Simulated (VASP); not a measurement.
```xyz
2
Lattice="0.0000 2.8795 2.8795 2.8795 0.0000 2.8795 2.8795 2.8795 0.0000" Properties=species:S:1:pos:R:3 pbc="T T T"
Ge     0.0000     0.0000     0.0000
Ge     1.4397     1.4397     1.4397
```

Level of theory: PBE GGA, VASP's PBE PAW potentials (set 64) (plane waves; VASP 6.6.1). Settings: 520 eV cut-off, Gaussian smearing of 0.050 eV, potentials Ge_d.

Question: Give the energies of bands 12 to 17 at the high-symmetry points, in eV from the Fermi level.

Answer: 
```csv
band,Γ,X,U,L,W
12,-0.44,-8.69,-8.12,-7.36,-8.61
13,0.00,-2.89,-4.06,-1.33,-3.66
14,0.00,-2.89,-2.48,-1.33,-3.66
15,0.00,0.82,1.19,0.03,4.11
16,2.53,0.82,3.98,3.72,4.11
17,2.53,9.08,6.90,3.72,4.69
```

It has no gap at this level: it comes out as a metal or semimetal.

Measured: gap 0.79 eV (computed value off by -0.79 eV), as given by Anna Miglio et al., npj Computational Materials (2020), arXiv:2011.12765 [measured zero-point renormalisation of 52 meV added back].

The compound is Ge in the diamond structure. It was relaxed first, which changed the volume by +5 %.
